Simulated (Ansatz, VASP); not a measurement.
# One calculation of BiP, two programs

INCAR

```
PREC = Accurate
ENCUT = 520
EDIFF = 1E-7
ISMEAR = -1
SIGMA = 0.05
LREAL = F
LASPH = T
NELM = 80
ALGO = Normal
ISIF = 2
LWAVE = F
LCHARG = F
GGA = PE
NBANDS = 17
```

The input KPOINTS:

```
regular mesh
0
Gamma
  4 4 4
```

File POSCAR:

```
BiP
1.0
    0.0000000000      3.2519146124      3.2519146124
    3.2519146124      0.0000000000      3.2519146124
    3.2519146124      3.2519146124      0.0000000000
Bi P
1 1
Direct
    0.0000000000      0.0000000000      0.0000000000
    0.2500000000      0.2500000000      0.2500000000
```

Input for Ansatz:

```yaml
crystal:
  lattice:
    - [0.0, 3.2519146124, 3.2519146124]
    - [3.2519146124, 0.0, 3.2519146124]
    - [3.2519146124, 3.2519146124, 0.0]
  atoms:
    - { symbol: Bi, position: [0.0, 0.0, 0.0] }
    - { symbol: P, position: [0.25, 0.25, 0.25] }
kpoints:
  mp_grid: { grid: [4, 4, 4] }
scf:
  occupations: { method: fermi_dirac, width: 0.05 }
hamiltonian:
  xc: pbe
  pseudopotentials: { kind: all_electron, lapw: { basis_error: 0.001 } }
output:
  forces: true
  stress: true
  eigenvalues: true
```

Alike in both runs: task single point; functional PBE; k mesh 4 × 4 × 4; occupations fermi-dirac, width 0.05 eV; no spin polarisation.

```csv
,VASP,Ansatz
version,VASP 6.6.1,Ansatz 0.2.0
potentials or method,"VASP PAW PBE potentials, release 64 (Bi_d, P)","all-electron LAPW, scalar-relativistic"
plane-wave cutoff (eV),520,see its input
```

```tsv
	VASP	Ansatz	Ansatz less VASP
pressure (GPa)	-1.0	-1.0	+0.06
```

Ansatz ran all-electron here, so the differences hold the error of VASP's frozen core and of both bases.

Caveats: the k mesh is coarse (spacing up to 0.42 Å⁻¹), so the values aren't converged; spin-orbit coupling is left out, which moves the levels of the heavy elements.
